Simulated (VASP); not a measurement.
These are PW91 GGA, VASP's PBE PAW potentials (set 64) (plane waves; VASP 6.6.1) values and carry that method's errors.

Input for VASP

### KPOINTS
```
K-points
0
G
6 6 5
```

POSCAR:
```
BaTiO3
1
    4.0717190897     0.0000000000     0.0000000000
    0.0000000000     4.0717190897     0.0000000000
    0.0000000000     0.0000000000     4.2952579508
Ba Ti O
1 1 3
Direct
  0.0000000000   0.0000000000   0.0095048512
  0.5000000000   0.5000000000   0.5288016775
  0.5000000000   0.5000000000   0.9607151096
  0.0000000000   0.5000000000   0.4824891809
  0.5000000000   0.0000000000   0.4824891809
```

INCAR:
```
SYSTEM = BaTiO3
PREC = Accurate
ENCUT = 520
EDIFF = 1E-7
NELM = 100
ALGO = Normal
LREAL = .FALSE.
LASPH = .TRUE.
ISMEAR = 0
SIGMA = 0.05
GGA = 91
LMAXMIX = 4
LWAVE = .FALSE.
LCHARG = .FALSE.
ISIF = 4
IBRION = 2
NSW = 30
EDIFFG = -0.01
```

POTCAR, in this order: Ba_sv Ti_sv O (PBE.64 set). Program: vasp_std.

What VASP printed:

**OSZICAR**
```
...
DAV:   9    -0.402956309749E+02   -0.12647E-06   -0.66044E-07  1848   0.622E-03    0.170E-03
DAV:  10    -0.402956309605E+02    0.14360E-07   -0.16662E-07   960   0.388E-03
   6 F= -.40295631E+02 E0= -.40295631E+02  d E =-.168428E-02
       N       E                     dE             d eps       ncg     rms          rms(c)
DAV:   1    -0.402970827143E+02   -0.14517E-02   -0.56926E-01  1440   0.659E+00    0.354E-01
DAV:   2    -0.402977766011E+02   -0.69389E-03   -0.23584E-02  1624   0.122E+00    0.233E-01
DAV:   3    -0.402971698963E+02    0.60670E-03   -0.23084E-03  2152   0.415E-01    0.113E-01
DAV:   4    -0.402969522843E+02    0.21761E-03   -0.94676E-04  2000   0.270E-01    0.383E-02
DAV:   5    -0.402969300353E+02    0.22249E-04   -0.16797E-04  1856   0.110E-01    0.172E-02
DAV:   6    -0.402969279534E+02    0.20819E-05   -0.23065E-05  1872   0.372E-02    0.751E-03
DAV:   7    -0.402969281915E+02   -0.23812E-06   -0.47606E-06  1952   0.185E-02    0.369E-03
DAV:   8    -0.402969280823E+02    0.10922E-06   -0.22290E-06  1968   0.103E-02    0.110E-03
DAV:   9    -0.402969281021E+02   -0.19831E-07   -0.14088E-07  1160   0.301E-03
   7 F= -.40296928E+02 E0= -.40296928E+02  d E =-.298142E-02
       N       E                     dE             d eps       ncg     rms          rms(c)
DAV:   1    -0.402935533089E+02    0.33748E-02   -0.27192E+00  1440   0.158E+01    0.267E-01
DAV:   2    -0.403010741736E+02   -0.75209E-02   -0.91921E-02  1496   0.233E+00    0.141E-01
DAV:   3    -0.403010038159E+02    0.70358E-04   -0.39667E-03  2056   0.417E-01    0.807E-02
DAV:   4    -0.403009050690E+02    0.98747E-04   -0.53631E-04  1728   0.187E-01    0.303E-02
DAV:   5    -0.403009075034E+02   -0.24343E-05   -0.91054E-05  1840   0.702E-02    0.146E-02
DAV:   6    -0.403009080672E+02   -0.56389E-06   -0.12388E-05  2032   0.265E-02    0.109E-02
DAV:   7    -0.403009076214E+02    0.44588E-06   -0.26954E-06  1952   0.145E-02    0.370E-03
DAV:   8    -0.403009076113E+02    0.10074E-07   -0.10975E-06  1648   0.734E-03    0.105E-03
DAV:   9    -0.403009075966E+02    0.14745E-07   -0.11344E-07   792   0.283E-03
   8 F= -.40300908E+02 E0= -.40300908E+02  d E =-.397949E-02
       N       E                     dE             d eps       ncg     rms          rms(c)
DAV:   1    -0.402999010167E+02    0.10066E-02   -0.52781E-01  1440   0.695E+00    0.119E-01
DAV:   2    -0.403013542733E+02   -0.14533E-02   -0.17791E-02  1488   0.103E+00    0.622E-02
DAV:   3    -0.403013409641E+02    0.13309E-04   -0.76096E-04  2072   0.183E-01    0.360E-02
DAV:   4    -0.403013223738E+02    0.18590E-04   -0.10670E-04  1792   0.823E-02    0.105E-02
DAV:   5    -0.403013230140E+02   -0.64018E-06   -0.16652E-05  1752   0.300E-02    0.713E-03
DAV:   6    -0.403013230454E+02   -0.31389E-07   -0.19347E-06  1896   0.103E-02    0.395E-03
DAV:   7    -0.403013229564E+02    0.88960E-07   -0.58906E-07  1840   0.624E-03
   9 F= -.40301323E+02 E0= -.40301323E+02  d E =-.439485E-02
       N       E                     dE             d eps       ncg     rms          rms(c)
DAV:   1    -0.403016001501E+02   -0.27710E-03   -0.59353E-01  1472   0.621E+00    0.139E-01
DAV:   2    -0.403027864412E+02   -0.11863E-02   -0.14726E-02  1512   0.897E-01    0.887E-02
DAV:   3    -0.403028125485E+02   -0.26107E-04   -0.80698E-04  2144   0.184E-01    0.442E-02
DAV:   4    -0.403028017193E+02    0.10829E-04   -0.11295E-04  2144   0.907E-02    0.297E-02
DAV:   5    -0.403027985483E+02    0.31710E-05   -0.34757E-05  1904   0.507E-02    0.648E-03
DAV:   6    -0.403027987662E+02   -0.21792E-06   -0.40063E-06  1728   0.151E-02    0.375E-03
DAV:   7    -0.403027986733E+02    0.92854E-07   -0.43159E-07  1592   0.550E-03
  10 F= -.40302799E+02 E0= -.40302799E+02  d E =-.147572E-02
       N       E                     dE             d eps       ncg     rms          rms(c)
DAV:   1    -0.403025349689E+02    0.26380E-03   -0.27166E-01  1472   0.420E+00    0.943E-02
DAV:   2    -0.403030790223E+02   -0.54405E-03   -0.67574E-03  1520   0.608E-01    0.604E-02
DAV:   3    -0.403030907014E+02   -0.11679E-04   -0.36707E-04  2112   0.125E-01    0.302E-02
DAV:   4    -0.403030857918E+02    0.49096E-05   -0.51857E-05  2160   0.616E-02    0.202E-02
DAV:   5    -0.403030843331E+02    0.14587E-05   -0.15886E-05  1904   0.343E-02    0.443E-03
DAV:   6    -0.403030844116E+02   -0.78490E-07   -0.19458E-06  1752   0.105E-02    0.259E-03
DAV:   7    -0.403030843576E+02    0.54037E-07   -0.18592E-07  1072   0.379E-03
  11 F= -.40303084E+02 E0= -.40303084E+02  d E =-.176140E-02
       N       E                     dE             d eps       ncg     rms          rms(c)
DAV:   1    -0.403033208391E+02   -0.23643E-03   -0.16922E-01  1792   0.493E+00    0.286E-01
DAV:   2    -0.403036144375E+02   -0.29360E-03   -0.14406E-02  1472   0.925E-01    0.179E-01
DAV:   3    -0.403031354701E+02    0.47897E-03   -0.15785E-03  2104   0.347E-01    0.786E-02
DAV:   4    -0.403030301624E+02    0.10531E-03   -0.44518E-04  1944   0.190E-01    0.204E-02
DAV:   5    -0.403030270488E+02    0.31136E-05   -0.76067E-05  1864   0.684E-02    0.108E-02
DAV:   6    -0.403030266770E+02    0.37179E-06   -0.63467E-06  2096   0.203E-02    0.557E-03
DAV:   7    -0.403030268137E+02   -0.13669E-06   -0.17168E-06  1904   0.105E-02    0.199E-03
DAV:   8    -0.403030267992E+02    0.14480E-07   -0.64455E-07  1688   0.580E-03
  12 F= -.40303027E+02 E0= -.40303027E+02  d E =0.575584E-04
       N       E                     dE             d eps       ncg     rms          rms(c)
DAV:   1    -0.403033048302E+02   -0.27802E-03   -0.50432E-02  1800   0.270E+00    0.156E-01
DAV:   2    -0.403033918829E+02   -0.87053E-04   -0.42794E-03  1472   0.505E-01    0.977E-02
DAV:   3    -0.403032488898E+02    0.14299E-03   -0.46592E-04  2104   0.190E-01    0.433E-02
DAV:   4    -0.403032168325E+02    0.32057E-04   -0.13379E-04  1968   0.105E-01    0.112E-02
DAV:   5    -0.403032157951E+02    0.10374E-05   -0.22598E-05  1864   0.375E-02    0.587E-03
DAV:   6    -0.403032157281E+02    0.66984E-07   -0.18329E-06  2080   0.110E-02    0.304E-03
DAV:   7    -0.403032157882E+02   -0.60027E-07   -0.50559E-07  1720   0.585E-03
  13 F= -.40303216E+02 E0= -.40303216E+02  d E =-.131431E-03
       N       E                     dE             d eps       ncg     rms          rms(c)
DAV:   1    -0.403036388945E+02   -0.42317E-03   -0.97482E-02  1536   0.336E+00    0.181E-01
DAV:   2    -0.403036800464E+02   -0.41152E-04   -0.67140E-03  1496   0.588E-01    0.117E-01
DAV:   3    -0.403034365473E+02    0.24350E-03   -0.62202E-04  2032   0.205E-01    0.359E-02
DAV:   4    -0.403034176273E+02    0.18920E-04   -0.14344E-04  2008   0.980E-02    0.160E-02
DAV:   5    -0.403034156196E+02    0.20077E-05   -0.19942E-05  1968   0.410E-02    0.545E-03
DAV:   6    -0.403034154703E+02    0.14926E-06   -0.19764E-06  2008   0.113E-02    0.354E-03
DAV:   7    -0.403034155489E+02   -0.78601E-07   -0.27752E-07  1328   0.479E-03
  14 F= -.40303416E+02 E0= -.40303416E+02  d E =-.199761E-03
       N       E                     dE             d eps       ncg     rms          rms(c)
DAV:   1    -0.403037908846E+02   -0.37541E-03   -0.13145E-01  1536   0.390E+00    0.210E-01
DAV:   2    -0.403038455846E+02   -0.54700E-04   -0.90531E-03  1496   0.683E-01    0.136E-01
DAV:   3    -0.403035175560E+02    0.32803E-03   -0.83982E-04  2032   0.238E-01    0.415E-02
DAV:   4    -0.403034924277E+02    0.25128E-04   -0.19083E-04  2016   0.113E-01    0.185E-02
DAV:   5    -0.403034898047E+02    0.26230E-05   -0.26747E-05  1984   0.474E-02    0.638E-03
DAV:   6    -0.403034895889E+02    0.21583E-06   -0.27004E-06  2008   0.132E-02    0.413E-03
DAV:   7    -0.403034897008E+02   -0.11192E-06   -0.38725E-07  1480   0.562E-03    0.706E-04
DAV:   8    -0.403034897083E+02   -0.74465E-08   -0.48383E-08   944   0.195E-03
  15 F= -.40303490E+02 E0= -.40303490E+02  d E =-.273920E-03
```

### OUTCAR
```
------------------------ aborting loop because EDIFF is reached ----------------------------------------
  FORCE on cell =-STRESS in cart. coord.  units (eV):
  Direction    XX          YY          ZZ          XY          YZ          ZX
  --------------------------------------------------------------------------------------
  Total       -1.5484066     -1.5484066     -1.5643751      0.0000000     -0.0000000      0.0000000
  in kB      -34.8378001    -34.8378001    -35.1970779      0.0000000     -0.0000000      0.0000000
  external PRESSURE =     -34.9575594 kB  Pullay stress =       0.0000000 kB
  volume of cell :       71.21
      direct lattice vectors                 reciprocal lattice vectors
     3.984832828  0.000000000  0.000000000     0.250951556  0.000000000  0.000000000
     0.000000000  3.984832828  0.000000000     0.000000000  0.250951556  0.000000000
     0.000000000 -0.000000000  4.484609717     0.000000000 -0.000000000  0.222984844
 POSITION                                       TOTAL-FORCE (eV/Angst)
 -----------------------------------------------------------------------------------
      0.00000     -0.00000      0.13542         0.000000     -0.000000      0.009917
      1.99242      1.99242      2.42519         0.000000     -0.000000      0.003769
      1.99242      1.99242      4.21701         0.000000     -0.000000      0.003121
      0.00000      1.99242      2.13623         0.000000      0.000000     -0.008403
      1.99242      3.98483      2.13623         0.000000      0.000000     -0.008403
 -----------------------------------------------------------------------------------
    total drift:                                0.000000      0.000000     -0.001658
  FREE ENERGIE OF THE ION-ELECTRON SYSTEM (eV)
  ---------------------------------------------------
  free  energy   TOTEN  =       -40.3034897083 eV

  energy  without entropy=      -40.3034897083  energy(sigma->0) =      -40.30348971

 reached required accuracy - stopping structural energy minimisation
```
(Selected blocks of OUTCAR.)

CONTCAR:
```
BaTiO3
   1.00000000000000
     3.9848328278136509    0.0000000000000000    0.0000000000000000
     0.0000000000000000    3.9848328278136509    0.0000000000000000
     0.0000000000000000   -0.0000000000000000    4.4846097169836607
  Ba              Ti              O
     1     1     3
Direct
     0.0000000000000000    0.0000000000000000    0.0301970995368229
     0.5000000000000000    0.5000000000000000    0.5407807310000128
     0.5000000000000000    0.5000000000000000    0.9403299258866195
     0.0000000000000000    0.5000000000000000    0.4763461218382690
     0.5000000000000000    1.0000000000000000    0.4763461218382690
```

File OUTCAR:
```
 val. band max:        3.3852453926   @ k =   0.5000   0.5000   0.4000

 cond. band min:       5.1435661514   @ k =   0.0000   0.0000   0.0000


 Fermi energy:         3.7365402915

 k-point     1 :       0.0000    0.0000    0.0000
  band No.  band energies     occupation
      1     -53.2496      2.00000
      2     -29.7567      2.00000
      3     -29.5393      2.00000
      4     -29.5393      2.00000
      5     -22.1384      2.00000
      6     -13.6228      2.00000
      7     -13.1423      2.00000
      8     -12.8380      2.00000
      9      -7.3641      2.00000
     10      -7.2617      2.00000
     11      -7.2617      2.00000
     12       0.5492      2.00000
     13       0.7519      2.00000
     14       0.7519      2.00000
     15       1.2201      2.00000
     16       1.2201      2.00000
     17       1.8080      2.00000
     18       1.8596      2.00000
     19       2.6935      2.00000
     20       2.6935      2.00000
     21       5.1436      0.00000
     22       6.1186      0.00000
     23       6.1186      0.00000
     24       7.1722      0.00000

 k-point     2 :       0.1667    0.0000    0.0000
  band No.  band energies     occupation
      1     -53.2493      2.00000
      2     -29.7561      2.00000
      3     -29.5519      2.00000
      4     -29.5388      2.00000
      5     -22.1151      2.00000
      6     -13.6244      2.00000
      7     -13.1189      2.00000
      8     -12.8246      2.00000
      9      -7.3490      2.00000
     10      -7.2340      2.00000
     11      -7.2232      2.00000
     12       0.3186      2.00000
     13       0.5639      2.00000
     14       0.7811      2.00000
     15       0.9469      2.00000
     16       1.0648      2.00000
     17       1.7112      2.00000
     18       1.8374      2.00000
     19       2.3415      2.00000
     20       2.4533      2.00000
     21       5.5777      0.00000
     22       5.9238      0.00000
     23       6.1217      0.00000
     24       7.4665      0.00000
...
```

Unless said otherwise, spin-orbit coupling is left out, though it shifts the bands of the heavy elements here.

The compound is BaTiO3 in the tetragonal perovskite structure. This cell is one point of a volume scan, at 1.06 of the reference volume. Symmetry was kept, so distortions that lower it aren't found.
